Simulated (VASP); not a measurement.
A run of VASP 6.6.1:

INCAR

```
PREC = Accurate
ENCUT = 520
EDIFF = 1E-6
ISMEAR = 0
SIGMA = 0.02
LREAL = F
LASPH = T
NELM = 80
ALGO = Normal
ISIF = 2
LWAVE = F
LCHARG = F
GGA = PS
ICORELEVEL = 1
```

Contents of KPOINTS:

```
regular mesh
0
Gamma
  8 8 8
```

POSCAR

```
TaTe
1.0
    3.4200900000      0.0000000000      0.0000000000
    0.0000000000      3.4200900000      0.0000000000
    0.0000000000      0.0000000000      3.4200900000
Ta Te
1 1
Direct
    0.5000000000      0.5000000000      0.5000000000
    0.0000000000      0.0000000000      0.0000000000
```

Potentials or basis: VASP PAW PBE potentials, release 64 (Ta_pv, Te).

The run is started by

```sh
$ cat potpaw_PBE.64/Ta_pv/POTCAR potpaw_PBE.64/Te/POTCAR > POTCAR
$ mpirun -np 1 vasp_std > vasp.out
```

Hardware: 1 thread of Intel(R) Xeon(R) Platinum 8559C (Emerald Rapids), on a shared host.

Q: Estimate the wall time of this run.

A: It took 10 s on 1 thread of Intel(R) Xeon(R) Platinum 8559C (Emerald Rapids), on a shared host, peak memory 0.16 GiB. Counts: scf iterations 11, k points 35.
